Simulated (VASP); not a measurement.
Consider the following.

```xyz
2
Lattice="0.0000 2.3986 2.3986 2.3986 0.0000 2.3986 2.3986 2.3986 0.0000" Properties=species:S:1:pos:R:3 pbc="T T T"
Ni     0.0000     0.0000     0.0000
Al     2.3986     2.3986     2.3986
```

Calculation: PBEsol GGA, VASP's PBE PAW potentials (set 64) (plane waves; VASP). Settings: 400 eV cut-off, Gaussian smearing of 0.050 eV, potentials Ni Al.

Give the energies of bands 1 to 9 at the high-symmetry points, in eV from the Fermi level.

```json
[
 {"band": "1", "Γ": "-10.03", "X": "-5.19", "U": "-4.68", "L": "-5.50", "W": "-4.47"},
 {"band": "2", "Γ": "-2.16", "X": "-3.59", "U": "-3.58", "L": "-5.40", "W": "-3.29"},
 {"band": "3", "Γ": "-2.16", "X": "-2.98", "U": "-3.41", "L": "-2.60", "W": "-3.29"},
 {"band": "4", "Γ": "-2.16", "X": "-1.79", "U": "-2.15", "L": "-2.60", "W": "-2.61"},
 {"band": "5", "Γ": "-2.10", "X": "-1.30", "U": "-1.39", "L": "-1.46", "W": "-1.29"},
 {"band": "6", "Γ": "-2.10", "X": "-1.30", "U": "-1.04", "L": "-1.46", "W": "-0.66"},
 {"band": "7", "Γ": "6.91", "X": "-0.27", "U": "-0.67", "L": "-0.81", "W": "-0.26"},
 {"band": "8", "Γ": "6.91", "X": "1.73", "U": "0.11", "L": "6.72", "W": "-0.26"},
 {"band": "9", "Γ": "6.91", "X": "1.73", "U": "2.99", "L": "6.72", "W": "0.82"}
]
```

It has no gap at this level: it comes out as a metal or semimetal.

The structure was generated: NiAl was put into the rock salt type (Fm-3m), which need not be its known phase. It was relaxed first, which changed the volume by -26 %. The run is not spin-polarised, so no magnetic state was tried. The electron count is odd and the run is not spin-polarised, which forces a metal.
